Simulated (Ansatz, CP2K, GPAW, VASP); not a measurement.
**One calculation of KPt, 4 ways**

```
CELL_PARAMETERS angstrom
3.00085 0.00000 0.00000
-1.50042 2.59881 0.00000
0.00000 0.00000 5.34558
ATOMIC_POSITIONS crystal
Pt 0.66667 0.33333 0.00000
K 0.00000 0.00000 0.50000
```

The cell comes from a database or a generator and needn't be the stable form of this composition.

Alike in all runs: task single point; functional LDA; k mesh 10 × 10 × 5; occupations gaussian, width 0.05 eV; no spin polarisation; no spin-orbit coupling. LDA stands for any of its common fits. Pressure is positive in compression and, in plane waves, holds the error of the finite cutoff.

```json
{"program and potentials": "Ansatz, all-electron LAPW, scalar-relativistic", "plane-wave cutoff (eV)": "-", "notes": "-", "pressure (GPa)": "-7.10"}
{"program and potentials": "CP2K, GTH_POTENTIALS Pt GTH-PADE-q18, K GTH-PADE-q9; TZVP-MOLOPT-PBE-GTH basis", "plane-wave cutoff (eV)": "-", "notes": "atomic basis; 13.5 valence electrons an atom on average", "pressure (GPa)": "-15.51"}
{"program and potentials": "GPAW, the program's PAW data sets (release 1.2.1) made for this functional", "plane-wave cutoff (eV)": "600", "notes": "12.5 valence electrons an atom on average", "pressure (GPa)": "-6.94"}
{"program and potentials": "VASP, LDA PAW files K_pv, Pt, 500 eV", "plane-wave cutoff (eV)": "500", "notes": "8.5 valence electrons an atom on average", "pressure (GPa)": "-5.39"}
```

The pressure spans -15.51 (CP2K, GTH_POTENTIALS Pt GTH-PADE-q18, K GTH-PADE-q9; TZVP-MOLOPT-PBE-GTH basis) to -5.39 GPa (VASP, LDA PAW files K_pv, Pt, 500 eV), with all-electron results at -7.10. Rows in atomic bases carry the error of their basis and grid, which can be large.

The functional is the same throughout but for its coding, so the spread measures potentials, basis and numerics; runs on potential files found faulty are left out.
